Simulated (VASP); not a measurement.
Level of theory: vdW-DF2, VASP's PBE PAW potentials (set 64) (plane waves; VASP).

VASP input:

**INCAR**
```
AGGAC  =  0.0
ALGO  =  Normal
EDIFF  =  1E-7
ENCUT  =  520
GGA  =  ML
ICHARG  =  11
ISMEAR  =  0
LASPH  =  T
LCHARG  =  F
LMAXMIX  =  4
LORBIT  =  11
LREAL  =  F
LUSE_VDW  =  T
LWAVE  =  F
NELM  =  100
PREC  =  Accurate
SIGMA  =  0.05
SYSTEM  =  Ru
ZAB_VDW  =  -1.8867
```

KPOINTS:
```
k-points along high-symmetry lines
10
Line-mode
Reciprocal
  0.000000   0.000000   0.000000 ! GAMMA
 -0.000000   0.500000   0.000000 ! M

 -0.000000   0.500000   0.000000 ! M
 -0.333333   0.666667   0.000000 ! K

 -0.333333   0.666667   0.000000 ! K
  0.000000   0.000000   0.000000 ! GAMMA

  0.000000   0.000000   0.000000 ! GAMMA
  0.000000   0.000000   0.500000 ! A

  0.000000   0.000000   0.500000 ! A
 -0.000000   0.500000   0.500000 ! L

 -0.000000   0.500000   0.500000 ! L
 -0.333333   0.666667   0.500000 ! H

 -0.333333   0.666667   0.500000 ! H
  0.000000   0.000000   0.500000 ! A

 -0.000000   0.500000   0.500000 ! L
 -0.000000   0.500000   0.000000 ! M

 -0.333333   0.666667   0.500000 ! H
 -0.333333   0.666667   0.000000 ! K
```

**POSCAR**
```
Ru
2.7954960
  0.5000000210  -0.8660255011   0.0000000000
  0.5000000210   0.8660255011   0.0000000000
  0.0000000000   0.0000000000   1.5702415649
Ru
2
Cart
  0.5000000210   0.2886757444   0.3925603912
  0.5000000210  -0.2886757444   1.1776811736
```

POTCAR, in this order: Ru_pv (PBE.64 set). Program: vasp_std. Read from the step before: CHGCAR.

What VASP printed:

OUTCAR:
```
 ion  position               nearest neighbor table
   1  0.333  0.667  0.250-   2 2.72   2 2.72   2 2.72   2 2.72   2 2.72   2 2.72
   2  0.667  0.333  0.750-   1 2.72   1 2.72   1 2.72   1 2.72   1 2.72   1 2.72
  LATTYP: Found a hexagonal cell.
 ALAT       =     2.7954962650
 C/A-ratio  =     1.5702414160
 Subroutine PRICEL returns:
 Original cell was already a primitive cell.
 Subroutine GETGRP returns: Found 24 space group operations
The static configuration has the point symmetry D_3d.
 The point group associated with its full space group is D_6h.
The dynamic configuration has the point symmetry D_3d.
 Subroutine INISYM returns: Found 24 space group operations
   k-points           NKPTS =     90   k-points in BZ     NKDIM =     90   number of bands    NBANDS=     18
   number of dos      NEDOS =    301   number of ions     NIONS =      2
   total plane-waves  NPLWV =  20736
   dimension x,y,z NGX =    24 NGY =   24 NGZ =   36
   dimension x,y,z NGXF=    48 NGYF=   48 NGZF=   72
   ions per type =               2
   PREC   = accura    normal or accurate (medium, high low for compatibility)
   ISTART =      0    job   : 0-new  1-cont  2-samecut
   ICHARG =     11    charge: 1-file 2-atom 10-const
   ISPIN  =      1    spin polarized calculation?
   LNONCOLLINEAR =      F non collinear calculations
   LSORBIT =      F    spin-orbit coupling
   INIWAV =      1    electr: 0-lowe 1-rand  2-diag
   ENCUT  =  520.0 eV  38.22 Ry    6.18 a.u.   5.20  5.20  8.16*2*pi/ulx,y,z
   NELM   =    100;   NELMIN=  2; NELMDL= -5     # of ELM steps
   EDIFF  = 0.1E-06   stopping-criterion for ELM
   LREAL  =      F    real-space projection
   NLSPLINE    = F    spline interpolate recip. space projectors
   LMAXMIX     =    4 max onsite mixed and CHGCAR
   VOSKOWN=      0    Vosko Wilk Nusair interpolation
   EDIFFG = 0.1E-05   stopping-criterion for IOM
   NSW    =      0    number of steps for IOM
   NBLOCK =      1;   KBLOCK =      1    inner block; outer block
   IBRION =     -1    ionic relax: 0-MD 1-quasi-New 2-CG
   NFREE  =      0    steps in history (QN), initial steepest desc. (CG)
   ISIF   =      2    stress and relaxation
   ISYM   =      2    0-nonsym 1-usesym 2-fastsym
...
```

### OSZICAR
```
       N       E                     dE             d eps       ncg     rms          rms(c)
DAV:   1     0.294842769451E+03    0.29484E+03   -0.18436E+04  3256   0.171E+03
DAV:   2    -0.350181700328E+01   -0.29834E+03   -0.29294E+03  3422   0.491E+02
DAV:   3    -0.998585314835E+01   -0.64840E+01   -0.62202E+01  3484   0.759E+01
DAV:   4    -0.100778788563E+02   -0.92026E-01   -0.91674E-01  4132   0.726E+00
DAV:   5    -0.100791729038E+02   -0.12940E-02   -0.12939E-02  3734   0.794E-01
DAV:   6    -0.100792290063E+02   -0.56102E-04   -0.56102E-04  4562   0.107E-01
DAV:   7    -0.100792293963E+02   -0.39006E-06   -0.38818E-06  3394   0.895E-03
DAV:   8    -0.100792293976E+02   -0.12578E-08   -0.31131E-08  2224   0.739E-04
   1 F= -.10079229E+02 E0= -.10077119E+02  d E =-.422058E-02
```

File OUTCAR:
```
 val. band max:       11.8371120102   @ k =  -0.3333   0.6667   0.2222

 cond. band min:      11.8588625679   @ k =   0.0000   0.1667   0.5000



 k-point     1 :       0.0000    0.0000    0.0000
  band No.  band energies     occupation
      1     -31.9140      2.00000
      2     -31.2300      2.00000
      3     -31.2300      2.00000
      4     -31.0972      2.00000
      5     -31.0972      2.00000
      6     -31.0605      2.00000
      7       4.2627      2.00000
      8       6.0615      2.00000
      9       9.2277      2.00000
     10       9.2277      2.00000
     11       9.4469      2.00000
     12       9.8184      2.00000
     13       9.8184      2.00000
     14      10.2043      2.00000
     15      10.2043      2.00000
     16      12.4837      0.00000
     17      12.4838      0.00000
     18      13.1007      0.00000

 k-point     2 :       0.0000    0.0556    0.0000
  band No.  band energies     occupation
      1     -31.9063      2.00000
      2     -31.2458      2.00000
      3     -31.2355      2.00000
      4     -31.1138      2.00000
      5     -31.0994      2.00000
      6     -31.0643      2.00000
      7       4.3672      2.00000
      8       6.1392      2.00000
      9       9.0331      2.00000
     10       9.3082      2.00000
     11       9.6202      2.00000
     12       9.7778      2.00000
     13       9.8919      2.00000
     14      10.1153      2.00000
     15      10.1444      2.00000
     16      11.7424      1.99832
     17      12.5205      0.00000
     18      13.9799      0.00000

 k-point     3 :       0.0000    0.1111    0.0000
  band No.  band energies     occupation
      1     -31.8834      2.00000
      2     -31.2913      2.00000
      3     -31.2511      2.00000
      4     -31.1613      2.00000
      5     -31.1059      2.00000
      6     -31.0757      2.00000
      7       4.6705      2.00000
      8       6.3525      2.00000
      9       8.7375      2.00000
     10       9.5456      2.00000
...
```

The density is held fixed in this step, so its total energy and stress have no physical meaning.

The compound is Ru in the hcp structure. It was relaxed first, which changed the volume by +9 %. VASP warned that the highest band is occupied, so more bands are needed.
